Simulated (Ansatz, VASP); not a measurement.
# Cross-check of TiC between VASP and Ansatz

Wanted: the spread between two codes on one cell, functional and k mesh. The cell is taken from a series of runs on this material, whose earlier steps may have relaxed, scaled, displaced or heated it; both programs get it as it stands.

Program: Ansatz 0.2.0. Level of theory: plane waves, with VASP 6.6.1 beside it; zone-centre phonons at LDA. Results are calculated unless marked as measured.

## 1. The structure

It takes space group R-3m (No. 166, trigonal). Conventional cell: a = 3.043 Å, b = 3.043 Å, c = 7.332 Å, α = 90.00°, β = 90.00°, γ = 120.00°. C has 6 Ti at 2.14 Å nearest. Ti has 6 C at 2.14 Å nearest. Farther neighbours are not listed.

Coordinates:

```cif
data_structure
_symmetry_space_group_name_H-M 'P 1'
_symmetry_Int_Tables_number 1
_cell_length_a 3.0100
_cell_length_b 3.0100
_cell_length_c 3.0100
_cell_angle_alpha 60.727
_cell_angle_beta 60.727
_cell_angle_gamma 60.727
_cell_volume 19.60
loop_
_atom_site_label
_atom_site_type_symbol
_atom_site_fract_x
_atom_site_fract_y
_atom_site_fract_z
_atom_site_occupancy
C1 C 0.50000 0.50000 0.50000 1
Ti2 Ti 0.00000 0.00000 0.00000 1
```

## 2. Ansatz: zone-centre phonons, LDA

Ansatz runs on its PAW soft_1 files.

Second derivatives magnify differences that forces hide, and they need a tight electronic threshold.

The input, input.yaml:

```yaml
crystal:
  lattice:
    - [-0.0234175882, 2.1282999252, 2.1282999252]
    - [2.1282999252, -0.0234175882, 2.1282999252]
    - [2.1282999252, 2.1282999252, -0.0234175882]
  atoms:
    - { symbol: C, position: [0.5, 0.5, 0.5] }
    - { symbol: Ti, position: [0.0, 0.0, 0.0] }
kpoints:
  mp_grid: { grid: [16, 16, 16] }
hamiltonian:
  xc: lda
  pseudopotentials: { kind: paw, azcp: { folder: soft_1 }, xc_functional: pbe }
scf:
  occupations: { method: methfessel_paxton, width: 0.2 }
output:
  eigenvalues: true
phonons:
  method: dfpt
```

Started as:

```console
> ansatz run input.yaml --threads 4 --pin off --max-ram 10240MiB --backend cpu --events-out ev --progress --plain --runs-dir out
```

Numbers of over 12 decimals in the logs are rounded to 6 here.

What it wrote:

```text
Engine: ansatz 0.2.0, aarch64-unknown-linux-gnu
Pseudopotentials: kind: paw
Pseudopotential: C, paw, valence charge 4, recommended cutoff 420 eV (normal), soft_1/C.paw.azcp
Pseudopotential: Ti, paw, valence charge 12, recommended cutoff 420 eV (normal), soft_1/Ti.paw.azcp
Functional definition: SPW92
  exchange = slater_x
  correlation = pw_c
Crystal: 2 atoms, lattice volume = 19.599 Å³
Basis set: ecut = 420 eV, 369 PW (Γ), exchange–correlation on 48×48×48 points (8 copies of the dense FFT grid, shifted against one another)
Bands: 12, of which v1, the nominal top of the filled ones, is band 8 counted from 1 (7 counted from 0)
Symmetry: 12 space group operations
k-points: 1098 of 4096 (irreducible under 2 space group operations, time reversal used)
Non-local potential: C, projectors of the file, l = 0: 2, l = 1: 2, l = 2: 1
Non-local potential: Ti, projectors of the file, l = 0: 3, l = 1: 2, l = 2: 3, l = 3: 1
PAW form: soft (Blöchl's): semilocal exchange-correlation on the pseudo side does not see the compensation charge
PAW frozen core: C, regenerated for the run's functional, and the local potential with it (the file was generated under x = pbe(κ = 0.804, μ = 0.219515), c = pbe(β = 0.066725))
PAW frozen core: Ti, regenerated for the run's functional, and the local potential with it (the file was generated under x = pbe(κ = 0.804, μ = 0.219515), c = pbe(β = 0.066725))
PAW one-centre angular grid: C, 110 points (default); XC on 64 Gauss nodes
PAW one-centre angular grid: Ti, 590 points (default); XC on 64 Gauss nodes
Initial density: superposition of atomic densities (chi_scale 0.1, normalization cell, long waves kept (reshape's long-wave potential 0.00 eV rms))
Initial wavefunctions: pseudopotential atomic-orbital guess
Functional: x = slater, c = lda
SCF iter   1: F=—  HF=-2696.214563 eV  |F-HF|=—  |Δ(HF+E_count)|=         —  Δρ=1.43e-1  dr2=5.12e0  ethr=3.10e-3  ⟨swp⟩=4.2  Hψ=63645  notcnv=0
preconditioner: auto → none  [metal: Δε(μ)=0.033 eV  Ē_g=20.336 eV  σ=0.200 eV  W_gap=0.14  n_scr=8 (ndim 8)  ℏωp=31.4 eV  f_vac=0.000  D(μ)=0.20/eV (n_scr^D=0)  sad-step TF]
SCF iter   2: F=—  HF=-2695.688467 eV  |F-HF|=—  |Δ(HF+E_count)|=   5.26e-1  S|Δr|=    0.00e0  Δρ=9.91e-2  dr2=2.52e0  ethr=3.10e-3  ⟨swp⟩=2.0  Hψ=26141  notcnv=0
SCF iter   3: F=—  HF=-2695.185566 eV  |F-HF|=—  |Δ(HF+E_count)|=   5.03e-1  S|Δr|=    0.00e0  Δρ=1.14e-2  dr2=1.77e-2  ethr=3.10e-3  ⟨swp⟩=2.7  Hψ=26824  notcnv=2
SCF iter   4: F=—  HF=-2695.179415 eV  |F-HF|=—  |Δ(HF+E_count)|=   6.15e-3  S|Δr|=    0.00e0  Δρ=1.45e-3  dr2=1.48e-4  ethr=1.10e-4  ⟨swp⟩=2.6  Hψ=32175  notcnv=0
SCF iter   5: F=—  HF=-2695.179590 eV  |F-HF|=—  |Δ(HF+E_count)|=   1.75e-4  S|Δr|=    0.00e0  Δρ=3.42e-4  dr2=1.60e-5  ethr=9.22e-7  ⟨swp⟩=2.0  Hψ=17588  notcnv=0
SCF iter   6: F=—  HF=-2695.179587 eV  |F-HF|=—  |Δ(HF+E_count)|=   2.37e-6  S|Δr|=    0.00e0  Δρ=2.82e-5  dr2=1.29e-7  ethr=1.00e-7  ⟨swp⟩=2.0  Hψ=20857  notcnv=0
SCF iter   7: F=—  HF=-2695.179588 eV  |F-HF|=—  |Δ(HF+E_count)|=   4.94e-7  S|Δr|=    0.00e0  Δρ=1.45e-6  dr2=2.57e-10  ethr=8.08e-10  ⟨swp⟩=3.0  Hψ=21758  notcnv=0
SCF iter   8: F=—  HF=-2695.179588 eV  |F-HF|=—  |Δ(HF+E_count)|=  1.19e-10  S|Δr|=    0.00e0  Δρ=4.41e-7  dr2=4.01e-11  ethr=1.00e-12  ⟨swp⟩=5.7  Hψ=50135  notcnv=0
SCF iter   9: F=-2695.179588 eV  HF=-2695.179588 eV  |F-HF|=4.55e-13  |Δ(HF+E_count)|=  1.18e-11  S|Δr|=    0.00e0  Δρ=2.36e-8  dr2=9.14e-14  ethr=1.00e-12  ⟨swp⟩=5.0  Hψ=46826  notcnv=0
the search or the solves at the SCF's close seem to have found levels that the self-consistency loop had missed (the run counts 1). By its estimate they hold under 1e-12 electrons; where the run keeps them, the occupations were computed again with them
SCF 1 converged in 9 iterations: F = -2695.179588 eV  dr2 = 9.14e-14
  greatest PAW one-centre occupation: 0.998 electrons in one spin orbital (limit 2), on the Ti atom at site 1 (counted from 0), in its partial waves of l = 0
DFPT response loops at Γ: preconditioner auto → Kerker (q_TF=auto, 2.638 Å⁻¹) (partly filled bands, converged f_vac=0.000); β = 1.00, the filter's whole step (`scf.mixing.beta` (0.50) is not read by the response loops under this deck's `scf.mixing.preconditioner`; to damp them name `kerker` or `kerker_dos`, under which they read `scf.mixing.beta`, and type it under 1.00, their step now; both keys bind the ground state too); Broyden in place of MSR1
SCF converged after 9 iterations
Stability not checked: this state was not tested for a lower state beside it, because cold or Methfessel-Paxton smearing, or corrected tetrahedra, fill the levels in a way that the test cannot read (fill_not_monotonic; see scf.lower_state_search)
Free energy (F): -2695.179588 eV
Harris-Foulkes:  -2695.179588 eV  (|F-HF|=4.55e-13)
Internal energy: -2695.179457 eV  (E = F + TS)
E sigma→0 (E₀):  -2695.179555 eV
Entropy (-TS):   -0.000131 eV (-0.065 meV/atom)
Fermi energy:    14.924185 eV
--- Per-component energies (eV) ---
  E_band       = -103.680454
  E_kinetic    = 367.876880
  E_local      = -812.710093  (includes V_loc(G=0)·N_el)
  E_nonlocal   = 88.491416
  E_hartree    = 319.854361
  E_xc         = -163.788492
  E_vxc        = -205.375816  (∫ρ·V_xc dr)
  E_paw        = -1085.246061  (= ΣΔE_a)
  E_vpaw       = -181.671498  (= ΣTr[D̂ρ^β])
  E_aug_tail   = -0.000068  (compensation charges beyond the density's cutoff)
  E_ewald      = -1410.046183
  E_core_change = 0.388783  (= ΣΔE_core)
  E_smearing   = -0.000131  (= −TS)
  E_closure    = 0.000000  (closes the sum)
  Σ components = -2695.179588   (vs F -2695.179588, Δ=0.00e0)
--- Band table (eV; the first three rows and the last of 1098) ---
  k-point 0: bands = [... 4 lower, 2.5489, 15.5250, 15.5250, 15.6916, 16.6281, 16.6281, 16.7369, 16.7369]
  k-point 1: bands = [... 4 lower, 2.6416, 15.0985, 15.3304, 15.4846, 15.9689, 16.0305, 16.8906, 17.7264]
  k-point 2: bands = [... 4 lower, 2.9138, 14.2205, 14.5745, 14.7070, 16.0116, 16.1029, 17.2483, 18.8339]
  k-point 1097: bands = [... 4 lower, 6.3511, 8.9410, 11.8153, 11.8153, 18.0021, 18.0021, 19.2818, 23.2752]
--- Phonons (Γ-DFPT): 2 representative perturbations + reference, on 1098 of 4096 k-points (Σ response iterations 6) ---
  k mesh reduced under 2 symmetry operations, with k and −k counted as one. Each operation leaves every solved perturbation unchanged. A smaller set is not used because it would not reduce the number of displacements times k-points to solve
  ASR residual: 7.808e-6 → 0.000e0 eV/Å²; symmetrization residual: 1.026e-6 eV/Å²
  ASR residual per site (eV/Å²): 7.81e-6 2.76e-6
  Γ frequencies (cm⁻¹): 0.00 0.00 0.00 527.06 548.78 548.78
  non-analytic LO–TO correction: not included (Born effective charges unavailable; polar crystals: no LO–TO splitting at Γ)
```

In the SCF lines HF is the Harris–Foulkes energy and dr2 the Hartree energy of the density residual, in eV; the loop may stop once dr2 is under the threshold and the program's other checks hold. Hψ counts applications of the Hamiltonian.

(Continued in part 2 of 2.)

[Lines on the potential files, build, host, timing and source positions are cut from VASP's logs without a mark.]

[Logs are printed without paths, hosts, clocks, repeated set-up lines and the standing remarks that a program may print on its own settings, such as how far it seeks lower states.]

[Hosts, paths, dates, database ids (printed as entryN), source tags and the programs' standing remarks are cut or masked in the printed files.]
